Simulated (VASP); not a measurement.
Given:

```yaml
crystal:
  lattice:
    - [0.00000, 2.19500, 2.19500]
    - [2.19500, 0.00000, 2.19500]
    - [2.19500, 2.19500, 0.00000]
  atoms:
    - { symbol: Nb, position: [0.00000, 0.00000, 0.00000] }
    - { symbol: N, position: [0.50000, 0.50000, 0.50000] }
```

These are PBE GGA, VASP's PBE PAW potentials (set 64) (plane waves; VASP) values and carry that method's errors. Settings: 400 eV cut-off, 17×17×17 Γ-centred mesh, Gaussian smearing of 0.14 eV, potentials Nb_sv N.

### Question
Give the energies of bands 6 to 12 at the high-symmetry points, in eV from the Fermi level.

### Answer

```tsv
band	Γ	X	U	L	W
6	-3.33	-5.73	-6.82	-9.14	-6.68
7	-3.33	-5.04	-5.97	-7.07	-6.01
8	-3.33	-3.99	-5.63	-7.07	-6.01
9	-1.99	-3.99	-1.89	1.51	-0.09
10	-1.99	1.63	2.03	1.51	-0.09
11	-1.99	2.83	2.20	2.02	2.84
12	-0.12	2.83	4.12	4.55	3.49
```

It has no gap at this level: it comes out as a metal or semimetal.

The structure is a typed NbN crystal (Fm-3m). The cell was not relaxed at this level. VASP warned that the highest band is occupied, so more bands are needed.
